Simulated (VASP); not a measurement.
Data:

```
CELL_PARAMETERS angstrom
      0.00000     2.89186     2.89186
      2.89186     0.00000     2.89186
      2.89186     2.89186     0.00000
ATOMIC_POSITIONS crystal
  Ni 0.50000 0.50000 0.50000
  Ni 0.25000 0.25000 0.25000
  Ni 0.75000 0.75000 0.75000
  Sn 0.00000 0.00000 0.00000
```

Method: LDA (Ceperley-Alder, Perdew-Zunger), VASP's LDA PAW potentials (set 64) (plane waves; VASP). Numerical set-up: 400 eV cut-off, 10×10×10 Γ-centred mesh, tetrahedra with Blöchl corrections, potentials Ni Sn_d.

Unless said otherwise, spin-orbit coupling is left out, though it shifts the bands of the heavy elements here.

Task: Estimate the energy per atom (σ→0), band gap (on the k-mesh) with the smallest direct gap where there is one.

Result: 
The band gap (on the k-mesh) is none (metal, semimetal or under 0.01 eV) and the energy per atom (σ→0) comes out as -6.250 eV/atom.

Only differences to runs with the same potentials and settings are physical.

The structure comes from a measured Ni3Sn entry (Fm-3m) of the Crystallography Open Database, whose conditions weren't checked. It was relaxed first, which changed the volume by -10 %. The run is not spin-polarised, so no magnetic state was tried.
